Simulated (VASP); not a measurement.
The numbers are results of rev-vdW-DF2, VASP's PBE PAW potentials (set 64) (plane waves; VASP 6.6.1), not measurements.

Input for VASP

### INCAR
```
SYSTEM = ZrC
PREC = Accurate; ENCUT = 520; LREAL = .FALSE.
LASPH = .TRUE.
EDIFF = 1E-7; NELM = 100; ALGO = Normal
LMAXMIX = 4
ISMEAR = -5
GGA = MK; LUSE_VDW = .TRUE.; AGGAC = 0.0
PARAM1 = 0.1234568; PARAM2 = 0.7114; ZAB_VDW = -1.8867
ISIF = 2
LWAVE = .FALSE.; LCHARG = .TRUE.; LORBIT = 11
NEDOS = 601
```

**KPOINTS**
```
Regular mesh
0
gamma
  15 15 15
```

POSCAR:
```
ZrC
1
    0.0000000000     2.3482999698     2.3482999698
    2.3482999698     0.0000000000     2.3482999698
    2.3482999698     2.3482999698    -0.0000000000
Zr C
1 1
Direct
  0.0000000000   0.0000000000   0.0000000000
  0.5000000000   0.5000000000   0.5000000000
```

POTCAR, in this order: Zr_sv C (PBE.64 set). Program: vasp_std.

What will the output report for the number of irreducible k-points (NKPTS), largest plane-wave count, number of space-group operations, FFT grid (NGX, NGY, NGZ)?

The number of irreducible k-points (NKPTS) comes out as 120 and the largest plane-wave count is 725. The number of space-group operations is 48 and the FFT grid (NGX, NGY, NGZ) is 28 × 28 × 28.

The compound is ZrC in the rock salt structure. It was relaxed first.
